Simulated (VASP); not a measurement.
```
CELL_PARAMETERS angstrom
      0.00000     3.37143     3.37143
      3.37143     0.00000     3.37143
      3.37143     3.37143     0.00000
ATOMIC_POSITIONS crystal
  Mg 0.25000 0.25000 0.25000
  Mg 0.75000 0.75000 0.75000
  Sn 0.00000 0.00000 0.00000
```

Level of theory: PBEsol GGA, VASP's PBE PAW potentials (set 64) (plane waves; VASP). Settings: 500 eV cut-off, 8×8×8 Γ-centred mesh, first-order Methfessel-Paxton smearing of 0.10 eV, potentials Mg Sn_d.

Unless said otherwise, spin-orbit coupling is left out, though it shifts the bands of the heavy elements here.

Q: Predict the energy per atom (σ→0), band gap (on the k-mesh) with the smallest direct gap where there is one.

A: 
The band gap (on the k-mesh) comes out as none (metal, semimetal or under 0.01 eV) and the energy per atom (σ→0) is -2.776 eV/atom.

The absolute energy has meaning only against runs of the same code, potentials and settings.

The compound is Mg2Sn in the antifluorite structure. It was relaxed first.
